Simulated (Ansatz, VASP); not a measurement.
# CdTe: VASP beside Ansatz

Wanted: the spread between two codes on one cell, functional and k mesh. The structure shown is the end of the Ansatz relaxation below.

Program: Ansatz 0.2.0. Level of theory: plane waves, with VASP 6.6.1 beside it; single point at RPBE. Results are calculated unless marked as measured.

## (1) The structure

The structure is cubic, space group F-43m (No. 216). Conventional cell: a = 6.591 Å, b = 6.591 Å, c = 6.591 Å, α = 90.00°, β = 90.00°, γ = 90.00°. Nearest to Cd lie 4 Te at 2.85 Å. Te has 4 Cd at 2.85 Å nearest. Farther neighbours and most contacts between anions are not listed.

As a file:

```cif
data_structure
_symmetry_space_group_name_H-M 'F-43m'
_symmetry_Int_Tables_number 216
_cell_length_a 6.5912
_cell_length_b 6.5912
_cell_length_c 6.5912
_cell_angle_alpha 90.000
_cell_angle_beta 90.000
_cell_angle_gamma 90.000
_cell_volume 286.34
loop_
_atom_site_label
_atom_site_type_symbol
_atom_site_symmetry_multiplicity
_atom_site_Wyckoff_symbol
_atom_site_fract_x
_atom_site_fract_y
_atom_site_fract_z
_atom_site_occupancy
Cd1 Cd 4 a 0.00000 0.00000 0.00000 1
Te1 Te 4 d 0.25000 0.25000 0.75000 1
```

## (2) Ansatz: relaxation, RPBE

Ansatz runs on its default PAW (the set named soft_2) files.

This run makes the geometry at which the two programs are then compared.

File input.yaml:

```yaml
crystal:
  lattice:
    - [0.0, 3.3592130499, 3.3592130499]
    - [3.3592130499, 0.0, 3.3592130499]
    - [3.3592130499, 3.3592130499, 0.0]
  atoms:
    - { symbol: Cd, position: [0.0, 0.0, 0.0] }
    - { symbol: Te, position: [0.25, 0.25, 0.25] }
kpoints:
  mp_grid: { grid: [12, 12, 12] }
hamiltonian:
  xc: rpbe
scf:
  occupations: { method: fixed }
output:
  forces: true
  stress: true
  eigenvalues: true
relax:
  adjacent_minimum: "off"
  f_tol: 0.001
  max_steps: 60
  cell: { stress_tol: 0.05, p_target: 2.0 }
```

On the command line:

```console
$ ansatz run input.yaml --threads 4 --pin off --max-ram 8192MiB --backend cpu --events-out ev --progress --plain --runs-dir out
```

Numbers of over 12 decimals in the logs are rounded to 6 here.

Output:

```text
Engine: ansatz 0.2.0, aarch64-unknown-linux-gnu
Pseudopotentials: kind: paw
Pseudopotential: Cd, paw, valence charge 20, recommended cutoff 420 eV (normal), Cd.paw.azcp
Pseudopotential: Te, paw, valence charge 16, recommended cutoff 420 eV (normal), Te.paw.azcp
Functional definition: RPBE
  parameter kappa = 0.804
  parameter beta = 0.066725
  exchange = rpbe_x(kappa = kappa, mu = beta*pi^2/3)
  correlation = pbe_c(beta = beta)
Crystal: 2 atoms, lattice volume = 75.813 Å³
Basis set: ecut = 420 eV, 1459 PW (Γ), exchange–correlation on 64×64×64 points (8 copies of the dense FFT grid, shifted against one another)
Bands: 22, of which v1, the nominal top of the filled ones, is band 18 counted from 1 (17 counted from 0)
Symmetry: 24 space group operations
Space group: F-43m (ITA 216), of the structure as read, at distance tolerance 4.2e-5 Å
k-points: 72 of 1728 (time reversal used)
Non-local potential: Cd, projectors of the file, l = 0: 3, l = 1: 2, l = 2: 2, l = 3: 1
Non-local potential: Te, projectors of the file, l = 0: 2, l = 1: 2, l = 2: 2, l = 3: 2
PAW form: soft (Blöchl's): semilocal exchange-correlation on the pseudo side does not see the compensation charge
PAW frozen core: Cd, regenerated for the run's functional, and the local potential with it (the file was generated under x = pbe(κ = 0.804, μ = 0.219515), c = pbe(β = 0.066725))
PAW frozen core: Te, regenerated for the run's functional, and the local potential with it (the file was generated under x = pbe(κ = 0.804, μ = 0.219515), c = pbe(β = 0.066725))
PAW one-centre angular grid: Cd, 590 points (default); XC on 64 Gauss nodes
PAW one-centre angular grid: Te, 590 points (default); XC on 64 Gauss nodes
Initial density: superposition of atomic densities (neutral atoms: chi_scale 0, normalization atom), corrected by the library's trained network
Initial wavefunctions: pseudopotential atomic-orbital guess
Functional: x = rpbe, c = pbe(β = 0.066725)
SCF iter   1: F=—  HF=-15252.558556 eV  |F-HF|=—  |Δ(HF+E_count)|=         —  Δρ=2.32e-3  dr2=3.49e-3  ethr=1.77e-3  ⟨swp⟩=4.9  Hψ=6154  notcnv=0  defer=135
preconditioner: auto → none  [insulator: Δε(μ)=0.584 eV  Ē_g=11.121 eV  n_scr=14 (ndim 8)  ℏωp=18.1 eV  f_vac=0.218  ε∞_Penn≈3.6]
SCF iter   2: F=—  HF=-15252.558200 eV  |F-HF|=—  |Δ(HF+E_count)|=   3.55e-4  Δρ=9.51e-4  dr2=4.66e-4  ethr=9.71e-6  ⟨swp⟩=3.0  Hψ=3680  notcnv=0  defer=138
SCF iter   3: F=—  HF=-15252.558205 eV  |F-HF|=—  |Δ(HF+E_count)|=   4.46e-6  Δρ=3.76e-4  dr2=5.24e-5  ethr=1.30e-6  ⟨swp⟩=2.0  Hψ=2310  notcnv=0  defer=138
SCF iter   4: F=—  HF=-15252.558330 eV  |F-HF|=—  |Δ(HF+E_count)|=   1.26e-4  Δρ=7.26e-5  dr2=4.54e-6  ethr=1.45e-7  ⟨swp⟩=2.0  Hψ=2382  notcnv=0  defer=138
SCF iter   5: F=—  HF=-15252.558336 eV  |F-HF|=—  |Δ(HF+E_count)|=   5.51e-6  Δρ=1.45e-5  dr2=1.23e-7  ethr=1.26e-8  ⟨swp⟩=2.0  Hψ=2306  notcnv=0  defer=138
SCF iter   6: F=-15252.558337 eV  HF=-15252.558337 eV  |F-HF|=1.14e-7  |Δ(HF+E_count)|=   6.73e-7  Δρ=4.72e-6  dr2=1.04e-8  ethr=2.78e-10  ⟨swp⟩=8.6  Hψ=7894  notcnv=0
SCF 1 converged in 6 iterations: F = -15252.558337 eV  dr2 = 1.04e-8
  greatest PAW one-centre occupation: 1.000 electrons in one spin orbital (limit 2), on the Cd atom at site 0 (counted from 0), in its partial waves of l = 0
relax step   1: F+E_penalty+E_count = -15252.55833674 eV  Δ(F+E_penalty+E_count) = +0.000e0 eV  max|allowed force component| = 8.327e-17 eV/Å  Δτ_max = 0.0000 Å  P = +0.006 GPa  Ω = 75.813 Å³  (6 SCF iters, dr2 threshold 1.00e-7 eV, accepted)
[...]
relax step   2: F+E_penalty+E_count = -15252.51687562 eV  Δ(F+E_penalty+E_count) = +4.146e-2 eV  max|allowed force component| = 3.845e-17 eV/Å  Δτ_max = 0.0000 Å  P = +2.695 GPa  Ω = 70.382 Å³  energy of the carried Pulay correction = +1.135e-3 eV  (6 SCF iters, dr2 threshold 2.00e-7 eV, accepted)
[...]
relax step   3: F+E_penalty+E_count = -15252.53570009 eV  Δ(F+E_penalty+E_count) = -1.882e-2 eV  max|allowed force component| = 2.458e-17 eV/Å  Δτ_max = 0.0000 Å  P = +1.930 GPa  Ω = 71.710 Å³  energy of the carried Pulay correction = +8.494e-4 eV  (5 SCF iters, dr2 threshold 2.00e-7 eV, accepted)
[...]
relax step   4: F+E_penalty+E_count = -15252.53420843 eV  Δ(F+E_penalty+E_count) = +1.492e-3 eV  max|allowed force component| = 3.123e-17 eV/Å  Δτ_max = 0.0000 Å  P = +1.998 GPa  Ω = 71.586 Å³  energy of the carried Pulay correction = +8.758e-4 eV  (4 SCF iters, dr2 threshold 1.23e-8 eV, accepted)
[...]
relax step   5: F+E_penalty+E_count = -15252.53329533 eV  Δ(F+E_penalty+E_count) = +9.131e-4 eV  max|allowed force component| = 4.048e-17 eV/Å  Δτ_max = 0.0000 Å  P = +2.000 GPa  Ω = 71.586 Å³  stress off target by 3.93e-4 GPa  SCF on the basis re-selected at this cell (its energy is not comparable with the rows above)  (6 SCF iters)
basis re-selected at this cell: Δ(F+E_penalty+E_count) = +9.131e-4 eV, ΔP = +0.001 GPa vs the last step (what re-selecting the basis moved, of the pressure what is left beyond the Pulay correction that the steps carried, after the strain that the cell walked since its last selection, with what the two solves' SCF thresholds leave and, on support functions, any second-order correction that the steps lacked; it is no m [...]
SCF converged after 6 iterations
Free energy (F): -15252.533295 eV
Harris-Foulkes:  -15252.533295 eV  (|F-HF|=9.09e-12)
Internal energy: -15252.533295 eV  (E = F + TS)
E sigma→0 (E₀):  -15252.533295 eV
Fermi energy:    6.881527 eV
--- Per-component energies (eV) ---
  E_band       = -805.892215
  E_kinetic    = 684.643996
  E_local      = -5529.205939  (includes V_loc(G=0)·N_el)
  E_nonlocal   = -278.740971
  E_hartree    = 2781.187994
  E_xc         = -301.193554
  E_vxc        = -325.069150  (∫ρ·V_xc dr)
  E_paw        = -8763.037421  (= ΣΔE_a)
  E_vpaw       = -919.896034  (= ΣTr[D̂ρ^β])
  E_aug_tail   = -0.000167  (compensation charges beyond the density's cutoff)
  E_ewald      = -3846.036069
  E_core_change = -0.151164  (= ΣΔE_core)
  E_smearing   = -0.000000  (= −TS)
  E_closure    = 0.000000  (closes the sum)
  Σ components = -15252.533295   (vs F -15252.533295, Δ=0.00e0)
--- Forces (eV/Å), atoms counted from 1 ---
  atom   1  Cd     0.00000000     0.00000000    -0.00000000
  atom   2  Te    -0.00000000     0.00000000     0.00000000
  max |Σ_I F_I| component: 6.71e-17 eV/Å
--- Stress (GPa, compression-positive) ---
        1.999607      -0.000000      -0.000000
        0.000000       1.999607       0.000000
        0.000000       0.000000       1.999607
  P = ⅓ Tr σ = 1.9996 GPa (19.996 kbar)
--- Band table (eV; the first three rows and the last of 72) ---
  k-point 0: bands = [... 14 lower, -1.0202, 6.8815, 6.8815, 6.8815, 7.6543, 11.5934, 11.5934, 11.5934]
  k-point 1: bands = [... 14 lower, -1.0205, 6.2155, 6.8249, 6.8249, 8.1972, 11.5583, 11.6867, 11.6867]
  k-point 2: bands = [... 14 lower, -1.0210, 5.2599, 6.6798, 6.6798, 8.7222, 11.7073, 11.9079, 11.9079]
  k-point 71: bands = [... 14 lower, -0.5103, 2.9816, 4.7941, 4.9325, 11.0067, 11.7335, 12.5004, 13.3660]
--- Relaxed structure (4 steps of the walk, 4 accepted, 1 SCFs on fresh bases) ---
  F+E_penalty+E_count = -15252.53329533 eV   max|allowed force component| = 4.048e-17 eV/Å   (the final SCF, on the basis selected at the relaxed cell)
  cell:  # Å, volume = 71.5862 Å³
    - [0.0, 3.295590, 3.295590]
    - [3.295590, 0, 3.295590]
    - [3.295590, 3.295590, 0]
  atoms:
    - { symbol: Cd, position: [0, 0, 0] }
    - { symbol: Te, position: [0.25, 0.25, 0.25] }
```

## (3) VASP: single point, RPBE, pair 1

The same cell, functional and mesh now go to VASP, with its own data sets.

Lines of VASP's logs that name or quote its potential files are left out, and so is its time.

File INCAR:

```
SYSTEM = CdTe
PREC = Accurate
ENCUT = 500
EDIFF = 1E-06
NELM = 120
ISMEAR = 0
SIGMA = 0.01
LREAL = .FALSE.
ALGO = Normal
GGA = RP
NBANDS = 15
LORBIT = 11
LWAVE = .FALSE.
LCHARG = .FALSE.
ISIF = 2
LASPH = .TRUE.
GGA_COMPAT = .FALSE.
EFERMI = MIDGAP
```

File POSCAR:

```
CdTe
1.0
    0.0000000000      3.2955901772      3.2955901772
    3.2955901772      0.0000000000      3.2955901772
    3.2955901772      3.2955901772      0.0000000000
Cd Te
1 1
Direct
    0.0000000000      0.0000000000      0.0000000000
    0.2500000000      0.2500000000      0.2500000000
```

File KPOINTS:

```
Automatic mesh
0
Gamma
12 12 12
0 0 0
```

The projector-augmented-wave data sets are Cd and Te (PBE family, release 64).

On the command line:

```console
$ mpirun -np 1 vasp_std
```

Output:

```text
[banner, memory and clock lines left out]
running    1 mpi-ranks, on    1 nodes
 distrk:  each k-point on    1 cores,    1 groups
 distr:  one band on    1 cores,    1 groups

 POSCAR found type information on POSCAR CdTe
 POSCAR found :  2 types and       2 ions
|                                                                             |
|               ----> ADVICE to this user running VASP <----                  |
|                                                                             |
|     You enforced a specific xc type in the INCAR file but a different       |
|     [... a line on the potential file left out ...]
|     I HOPE YOU KNOW WHAT YOU ARE DOING!                                     |
|                                                                             |

 LDA part: xc-table for (Slater+PW92), standard interpolation
 POSCAR, INCAR and KPOINTS ok, starting setup
 FFT: planning ... GRIDC
 FFT: planning ... GRID_SOFT
 FFT: planning ... GRID
 WAVECAR not read
 entering main loop
       N       E                     dE             d eps       ncg     rms          rms(c)
DAV:   1     0.999616361825E+02    0.99962E+02   -0.81455E+03  2176   0.100E+03
DAV:   2    -0.685019719190E+00   -0.10065E+03   -0.96132E+02  2566   0.245E+02
DAV:   3    -0.434420871492E+01   -0.36592E+01   -0.36540E+01  2622   0.487E+01
DAV:   4    -0.437953971153E+01   -0.35331E-01   -0.35329E-01  3352   0.417E+00
DAV:   5    -0.437962413131E+01   -0.84420E-04   -0.84420E-04  2741   0.194E-01    0.524E+00
DAV:   6    -0.417340985353E+01    0.20621E+00   -0.36538E-01  2356   0.699E+00    0.429E+00
DAV:   7    -0.416204272831E+01    0.11367E-01   -0.12114E-01  2356   0.229E+00    0.162E+00
DAV:   8    -0.416530008875E+01   -0.32574E-02   -0.11360E-02  2503   0.124E+00    0.494E-01
DAV:   9    -0.416643773099E+01   -0.11376E-02   -0.16557E-03  2475   0.379E-01    0.104E-01
DAV:  10    -0.416659603133E+01   -0.15830E-03   -0.16917E-04  2665   0.127E-01    0.604E-02
DAV:  11    -0.416673738136E+01   -0.14135E-03   -0.31364E-04  2286   0.993E-02    0.405E-02
DAV:  12    -0.416673691629E+01    0.46507E-06   -0.46039E-06  2809   0.152E-02
   1 F= -.41667369E+01 E0= -.41667369E+01  d E =0.000000E+00
```

Parts of OUTCAR (step 3):

```text
ion  position               nearest neighbor table
   1  0.000  0.000  0.000-   2 2.85   2 2.85   2 2.85   2 2.85
   2  0.250  0.250  0.250-   1 2.85   1 2.85   1 2.85   1 2.85

  LATTYP: Found a face centered cubic cell.
 ALAT       =     6.5911803544

 Subroutine GETGRP returns: Found 24 space group operations
 (whereof 24 operations were pure point group operations)

The static configuration has the point symmetry T_d .

 Found     72 irreducible k-points:

   k-points           NKPTS =     72   k-points in BZ     NKDIM =     72   number of bands    NBANDS=     15

   dimension x,y,z NGX =    36 NGY =   36 NGZ =   36
   dimension x,y,z NGXF=    72 NGYF=   72 NGZF=   72

   ENCUT  =  500.0 eV  36.75 Ry    6.06 a.u.   8.50  8.50  8.50*2*pi/ulx,y,z

   NELECT =      18.0000    total number of electrons

 k-points in reciprocal lattice and weights: Automatic mesh
   0.00000000  0.00000000  0.00000000       0.001
   0.08333333  0.00000000  0.00000000       0.005
   0.16666667  0.00000000  0.00000000       0.005
   0.25000000  0.00000000  0.00000000       0.005
   0.33333333  0.00000000  0.00000000       0.005
   0.41666667  0.00000000  0.00000000       0.005
   0.50000000  0.00000000  0.00000000       0.002
   0.08333333  0.08333333  0.00000000       0.003
   0.16666667  0.08333333  0.00000000       0.014
[...]
-0.33333333  0.50000000  0.16666667       0.007
  -0.25000000  0.50000000  0.25000000       0.003

 average (electrostatic) potential at core
       1 -39.3644       2 -91.6671

 E-fermi :   2.4001

 k-point     1 :       0.0000    0.0000    0.0000
  band No.  band energies     occupation
    ...
      5      -5.8926      2.00000
      6      -5.8926      2.00000
      7       2.0160      2.00000
      8       2.0160      2.00000
      9       2.0160      2.00000
     10       2.7841      0.00000
     11       6.7141      0.00000
     12       6.7141      0.00000
     13       6.7141      0.00000
     14       9.6679      0.00000
    ...

 k-point     2 :       0.0833    0.0000    0.0000
  band No.  band energies     occupation
    ...
      5      -5.8929      2.00000
      6      -5.8929      2.00000
      7       1.3471      2.00000
      8       1.9592      2.00000
      9       1.9592      2.00000
     10       3.3294      0.00000
     11       6.6818      0.00000
     12       6.8074      0.00000
     13       6.8074      0.00000
     14      10.0225      0.00000
    ...

 k-point     3 :       0.1667    0.0000    0.0000
  band No.  band energies     occupation
    ...
      5      -5.8934      2.00000
      6      -5.8934      2.00000
      7       0.3900      2.00000
      8       1.8139      2.00000
      9       1.8139      2.00000
     10       3.8544      0.00000
     11       6.8369      0.00000
     12       7.0283      0.00000
     13       7.0283      0.00000
     14      10.5344      0.00000
    ...

  Total        0.9442529      0.9442529      0.9442529     -0.0000000      0.0000000     -0.0000000
  in kB       21.1333975     21.1333975     21.1333975     -0.0000000      0.0000000     -0.0000000
  external PRESSURE =      21.1333975 kB  Pullay stress =       0.0000000 kB

  energy-cutoff  :      500.00
  volume of cell :       71.59
      direct lattice vectors                 reciprocal lattice vectors
     0.000000000  3.295590177  3.295590177    -0.151717894  0.151717894  0.151717894
     3.295590177  0.000000000  3.295590177     0.151717894 -0.151717894  0.151717894
     3.295590177  3.295590177  0.000000000     0.151717894  0.151717894 -0.151717894

 POSITION                                       TOTAL-FORCE (eV/Angst)
 -----------------------------------------------------------------------------------
      0.00000      0.00000      0.00000        -0.000000      0.000000     -0.000000
      1.64780      1.64780      1.64780         0.000000     -0.000000      0.000000
 -----------------------------------------------------------------------------------
    total drift:                                0.000000      0.000000     -0.000000

  FREE ENERGIE OF THE ION-ELECTRON SYSTEM (eV)
  ---------------------------------------------------
  free  energy   TOTEN  =        -4.1667369163 eV

  energy  without entropy=       -4.1667369163  energy(sigma->0) =       -4.16673692

 total charge
# of ion       s       p       d       tot
------------------------------------------
    1        0.459   0.287   9.538  10.284
    2        1.349   2.054   0.018   3.420
--------------------------------------------------
tot          1.808   2.341   9.556  13.704

[... 3 further parts left out ...]
```

The run ends at a pressure of 2.11 GPa.

[end of part 1 of 2]

[Lines on the potential files, build, host, timing and source positions are cut from VASP's logs without a mark.]

[Logs are printed without paths, hosts, clocks, repeated set-up lines and the standing remarks that a program may print on its own settings, such as how far it seeks lower states.]

[Hosts, paths, dates, database ids (printed as entryN), source tags and the programs' standing remarks are cut or masked in the printed files.]
